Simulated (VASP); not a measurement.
Here is the system:

```
Pt
1.0
    0.00000     1.96000     1.96000
    1.96000     0.00000     1.96000
    1.96000     1.96000     0.00000
Pt
1
Direct
  0.00000   0.00000   0.00000
```

Method: optB86b-vdW, VASP's PBE PAW potentials (set 64) (plane waves; VASP). Run with 520 eV cut-off, 14×14×14 Γ-centred mesh, first-order Methfessel-Paxton smearing of 0.10 eV, potentials Pt.

Energy and stress use the plane-wave basis of the starting cell.

Q: The ions, cell shape and volume are relaxed. What does this cell relax into?

A: 
```
Pt
1.0
    0.00000     1.97389     1.97389
    1.97389     0.00000     1.97389
    1.97389     1.97389     0.00000
Pt
1
Direct
  0.00000   0.00000   0.00000
```
Space group Fm-3m (225), at a tolerance of 0.03 Å.

Q: How do energy and volume change from the first to the last step?

A: The energy (σ→0) changes by -5.9 meV/atom and the volume by +2.1 %, in 4 ionic steps.

The compound is Pt in the fcc structure. This run relaxes it. Symmetry was kept, so distortions that lower it aren't found.
